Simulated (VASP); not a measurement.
VASP runs on Ga2O3 (space group C2/m) share one base input (PBE GGA, plane waves, VASP's PBE PAW potentials (set 64)) and change the settings named in each case.

File KPOINTS:
```
Regular mesh
0
Gamma
  6 6 3
0 0 0
```

**INCAR**
```
LCHARG  =  .False.
ENCUT  =  400
LMAXMIX  =  4   # l cut-off of mixed one-centre charges
SYSTEM  =  Ga2O3
LWAVE  =  .False.
ALGO  =  Normal
ISIF  =  2   # forces and stress, cell fixed
PREC  =  Accurate
ISMEAR  =  0
LASPH  =  .True.   # aspherical one-centre terms
GGA  =  PE
NELM  =  100
SIGMA  =  0.01   # width (eV)
EDIFF  =  1E-6   # SCF stop (eV)
LREAL  =  .False.
```

POSCAR:
```
Ga2O3
6.3011790
  0.9705602713  -0.2408580997   0.0000000000
  0.9705602713   0.2408580997   0.0000000000
 -0.2187828659   0.0000000000   0.8931263498
Ga O
4 6
Direct
  0.3411600000   0.3411600000   0.6852700000
  0.6588400000   0.6588400000   0.3147300000
  0.9095300000   0.9095300000   0.2052100000
  0.0904700000   0.0904700000   0.7947900000
  0.5035300000   0.5035300000   0.7433400000
  0.4964700000   0.4964700000   0.2566600000
  0.8266300000   0.8266300000   0.4367700000
  0.1733700000   0.1733700000   0.5632300000
  0.1645000000   0.1645000000   0.1091500000
  0.8355000000   0.8355000000   0.8908500000
```

POTCAR, in this order: Ga_d O (PBE.64 set). Program: vasp_std.

| change | E(σ→0) (eV/atom) | pressure (GPa) | largest force (eV/Å) |
|---|---|---|---|
| base run | -5.9624 | 4.02 | 0.224 |
| GGA = RE | -5.6086 | 7.73 | 0.278 |
| KPOINTS 5×5×3 Γ-centred mesh | -5.9622 | 4.12 | 0.223 |
| NBANDS = 46 | -5.9624 | 4.05 | 0.224 |
| ISYM = 0 | -5.9624 | 4.02 | 0.224 |
 Energies of different potentials or functionals have different zeros.  At 400 eV the pressure can carry a Pulay error.

Left out are runs that ran out of time, are held back, or changed the cell or the kind of run, fixed moments of cells without a moment, rows past the twelfth, gaps on odd meshes, pressures of charged cells and columns that move by less than the noise.

The structure comes from a computed database's Ga2O3 entry; how it stands against other phases isn't given here. The cell was not relaxed at this level, forces remain on its atoms, its lattice was scaled by up to 2.5 %.
